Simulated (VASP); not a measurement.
An input for Quantum ESPRESSO's pw.x (written as the equivalent of a VASP run, and not itself run):

```
&CONTROL
  calculation = 'scf'
  pseudo_dir = './pseudo'
  outdir = './out'
  tprnfor = .true.
  tstress = .true.
/
&SYSTEM
  ibrav = 0
  nat = 2
  ntyp = 2
  ecutwfc = 70
  occupations = 'smearing'
  smearing = 'gaussian'
  degauss = 0.003675
  input_dft = 'pbe'
/
&ELECTRONS
  conv_thr = 7.3e-09
  electron_maxstep = 100
/
ATOMIC_SPECIES
  In 114.818 In.upf
  P 30.974 P.upf
CELL_PARAMETERS angstrom
     0.0000000    2.9787198    2.9787198
     2.9787198    0.0000000    2.9787198
     2.9787198    2.9787198    0.0000000
ATOMIC_POSITIONS crystal
  In   0.0000000  0.0000000  0.0000000
  P    0.2500000  0.2500000  0.2500000
K_POINTS automatic
  8 8 8 0 0 0
```

**Question.** Write the VASP files for the same calculation (PBE).

**Answer.** One answer among several that fit: 
File POSCAR:
```
InP
1
    0.0000000000     2.9787197880     2.9787197880
    2.9787197880     0.0000000000     2.9787197880
    2.9787197880     2.9787197880     0.0000000000
In P
1 1
Direct
  0.0000000000   0.0000000000   0.0000000000
  0.2500000000   0.2500000000   0.2500000000
```

File KPOINTS:
```
Regular mesh
0
gamma
  8 8 8
0 0 0
```

INCAR:
```
ALGO = Normal
EDIFF = 1E-7
ENCUT = 520
GGA = PE
ISIF = 2
ISMEAR = 0
LASPH = T
LCHARG = F
LMAXMIX = 4
LREAL = F
LWAVE = F
NELM = 100
PREC = Accurate
SIGMA = 0.05
SYSTEM = InP
```

POTCAR, in this order: In_d P (PBE.64 set). Program: vasp_std.

The two are equivalent in intent, not identical: the potentials are each code's own (VASP's PAW set, PseudoDojo norm-conserving files in pw.x), so ENCUT and ecutwfc are chosen apart and not converted; conv_thr bounds pw.x's estimated SCF error, while EDIFF bounds the energy change between steps.

The compound is InP in the zinc blende structure. It was relaxed first.
